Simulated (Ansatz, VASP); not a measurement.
# Cross-check of GeW (NiAs type (invented)) between VASP and Ansatz, part 2 of 2

Wanted: the spread between two codes on one cell, functional and k mesh. The cell is generated by rule, not measured, and may not be a known phase. Of the first pair: The two relaxations start from unlike cells of this crystal (the structure described is Ansatz's start), so only their ends are compared.

VASP 6.6.1 and Ansatz 0.2.0.

So far: The structure; VASP: relaxation of cell and atoms, LDA, pair 1; Ansatz: relaxation of cell and atoms, LDA, pair 1; Side by side.

## (5) Ansatz: relaxation of cell and atoms, LDA, pair 2

Level of this step: Ansatz beside VASP: Kohn-Sham DFT, plane waves, LDA (Ansatz).

The relaxed volume is the usual yardstick between codes: in a stiff, nearly cubic crystal its relative difference is about their pressure difference at one cell divided by the bulk modulus. Its start cell is another than that of the pair before, and may be another structure of the material.

The cell is taken from a series of runs on this material, whose earlier steps may have relaxed, scaled, displaced or heated it; both programs get it as it stands.

File input.yaml:

```yaml
crystal:
  lattice:
    - [3.1182896399, 0.0, 0.0]
    - [-1.5591448199, 2.7005180445, 0.0]
    - [0.0, 0.0, 7.235497494]
  atoms:
    - { symbol: W, position: [0.0, 0.0, 0.0] }
    - { symbol: W, position: [0.0, 0.0, 0.5] }
    - { symbol: Ge, position: [0.3333333333, 0.6666666667, 0.25] }
    - { symbol: Ge, position: [0.6666666667, 0.3333333333, 0.75] }
kpoints:
  mp_grid: { grid: [15, 15, 6] }
hamiltonian:
  xc: lda
scf:
  occupations: { method: gaussian, width: 0.1 }
output:
  forces: true
  stress: true
  eigenvalues: true
  write_density: true
  write_potential: true
  elf: true
  volumetric_format: npy
relax:
  adjacent_minimum: "off"
  f_tol: 0.005
  max_steps: 80
  cell: { stress_tol: 0.05 }
```

Launch:

```bash
$ ansatz run input.yaml --threads 2 --pin off --max-ram 5120MiB --backend cpu --events-out ev --progress --plain --runs-dir out
```

Numbers of over 12 decimals in the logs are rounded to 6 here.

What it wrote:

```text
[...]
Crystal: 4 atoms, lattice volume = 60.930 Å³
Basis set: ecut = 420 eV, 1189 PW (Γ)
Bands: 34, of which v1, the nominal top of the filled ones, is band 28 counted from 1 (27 counted from 0)
Symmetry: 24 space group operations
[...]
k-points: 108 of 1350
[...]
--- Relaxed structure (4 steps of the walk, 4 accepted, 1 SCFs on fresh bases) ---
[...]
cell:  # Å, volume = 61.0882 Å³
    - [3.134208, -2.9014856430041158e-11, 0.0]
    - [-1.567104, 2.714303, 0.0]
    - [0.0, 0.0, 7.180772]
  atoms:
    - { symbol: W, position: [0, 0, 0.0] }
    - { symbol: W, position: [0, 0, 0.500000] }
    - { symbol: Ge, position: [0.333333, 0.666667, 0.250000] }
    - { symbol: Ge, position: [0.666667, 0.333333, 0.750000] }
[key lines of the parts left out:]
SCF converged after 8 iterations
Free energy (F): -28690.517369 eV
Fermi energy:    18.354476 eV
P = ⅓ Tr σ = 0.0217 GPa (0.217 kbar)
```

## (6) VASP: relaxation of cell and atoms, LDA, pair 2

The same cell, functional (in two slightly different forms), mesh and smearing now go to VASP, with its own data sets.

File INCAR:

```
SYSTEM = GeW
PREC = Accurate
ENCUT = 600
EDIFF = 1E-07
NELM = 120
ISMEAR = 0
SIGMA = 0.1
LREAL = .FALSE.
ALGO = Normal
GGA = CA
NBANDS = 26
LASPH = .TRUE.
LORBIT = 11
LWAVE = .FALSE.
LCHARG = .FALSE.
ISIF = 3
IBRION = 2
NSW = 80
EDIFFG = -0.005
GGA_COMPAT = .FALSE.
NELMIN = 4
KPAR = 2
```

File POSCAR:

```
GeW
1.0
    3.1182900000      0.0000000000      0.0000000000
   -1.5591450000      2.7005180000      0.0000000000
    0.0000000000      0.0000000000      7.2354970000
W Ge
2 2
Direct
    0.0000000000      0.0000000000      0.0000000000
    0.0000000000      0.0000000000      0.5000000691
    0.3333332716      0.6666665432      0.2499999654
    0.6666667284      0.3333334568      0.7500000346
```

File KPOINTS:

```
Automatic mesh
0
Gamma
15 15 6
0 0 0
```

The projector-augmented-wave data sets are W and Ge_d (LDA family, release 64).

Launch:

```bash
$ mpirun -np 2 vasp_std
```

What it wrote:

```text
[... set-up lines as in an earlier step ...]
 entering main loop
       N       E                     dE             d eps       ncg     rms          rms(c)
DAV:   1     0.321856999574E+03    0.32186E+03   -0.21333E+04  6728   0.408E+03
DAV:   2     0.154543223476E+02   -0.30640E+03   -0.29853E+03  5624   0.755E+02
DAV:   3    -0.373343836371E+02   -0.52789E+02   -0.51509E+02  6734   0.184E+02
DAV:   4    -0.399313680685E+02   -0.25970E+01   -0.25603E+01  6878   0.437E+01
[...]
DAV:  12    -0.381849282108E+02   -0.11840E-06   -0.49580E-06  6338   0.197E-02    0.582E-03
DAV:  13    -0.381849281399E+02    0.70851E-07   -0.12207E-06  7242   0.993E-03    0.187E-03
DAV:  14    -0.381849280887E+02    0.51195E-07   -0.12439E-07  3624   0.235E-03
   1 F= -.38184928E+02 E0= -.38180257E+02  d E =-.381849E+02
[... from here on, the cycles between the ionic steps are left out ...]
   2 F= -.38185254E+02 E0= -.38180645E+02  d E =-.326258E-03
   3 F= -.38185857E+02 E0= -.38181466E+02  d E =-.929395E-03
   4 F= -.38185892E+02 E0= -.38181588E+02  d E =-.963531E-03
   5 F= -.38185903E+02 E0= -.38181569E+02  d E =-.975095E-03
   6 F= -.38185658E+02 E0= -.38181325E+02  d E =0.244947E-03
   7 F= -.38185929E+02 E0= -.38181596E+02  d E =-.262304E-04
[...]
reached required accuracy - stopping structural energy minimisation
```

Parts of OUTCAR (step 6):

```text
  Total        0.0024195      0.0024195     -0.0007976     -0.0000000      0.0000000     -0.0000000
  in kB        0.0634979      0.0634979     -0.0209320     -0.0000000      0.0000000     -0.0000000
  external PRESSURE =       0.0353546 kB  Pullay stress =       0.0000000 kB

 POSITION                                       TOTAL-FORCE (eV/Angst)
 -----------------------------------------------------------------------------------
      0.00000      0.00000      0.00000        -0.000000      0.000000      0.000000
     -0.00000     -0.00000      3.59173        -0.000000      0.000000      0.000000
     -0.00000      1.80863      1.79586        -0.000000      0.000000      0.000000
      1.56632      0.90432      5.38759         0.000000     -0.000000     -0.000000
 -----------------------------------------------------------------------------------
    total drift:                                0.000000     -0.000000      0.000087

  FREE ENERGIE OF THE ION-ELECTRON SYSTEM (eV)
  ---------------------------------------------------
  free  energy   TOTEN  =       -38.1859294142 eV

  energy  without entropy=      -38.1772618170  energy(sigma->0) =      -38.18159562

[... 1 part as in an earlier step ...]

[... 3 further parts left out ...]
[key lines of the parts left out:]
E-fermi :   8.2264
```

## (7) Side by side

What differs besides the data sets and the points named for the pairs above, as far as they apply: the data sets hold 56 valence electrons in Ansatz (on its default PAW (the set named soft_2) files) and 40 in VASP. Total energies have different zeros and are not compared.

The two programs side by side:

```tsv
quantity	Ansatz	VASP	difference
volume (Å³)	61.09	61.05	+0.06 %
edge a after relaxation, in the typed setting (Å)	3.134	3.133	+0.05 %
edge c after relaxation, in the typed setting (Å)	7.181	7.184	-0.04 %
```

## (8) Results

```yaml
difference_in_edge_c_after_relaxation_in_the_typed_setting_relaxation_of_cell_and_atoms_lda_pair_1: -0.20 %
difference_in_volume_relaxation_of_cell_and_atoms_lda_pair_2: 0.063 %
```

The difference in edge c after relaxation, in the typed setting is -0.20 % (relaxation of cell and atoms, LDA, pair 1), within the 1.2 % picked in this series as the mark of a large difference, as far as the stopping tolerances let one tell. The data sets hold unlike numbers of valence electrons (56 in Ansatz and 40 in VASP), so part of the differences comes from the potentials. How closely two codes agree says nothing of how well the functional describes the real material.

[Lines on the potential files, build, host, timing and source positions are cut from VASP's logs without a mark.]

[Logs are printed without paths, hosts, clocks, repeated set-up lines and the standing remarks that a program may print on its own settings, such as how far it seeks lower states.]

[Hosts, paths, dates, database ids (printed as entryN), source tags and the programs' standing remarks are cut or masked in the printed files.]
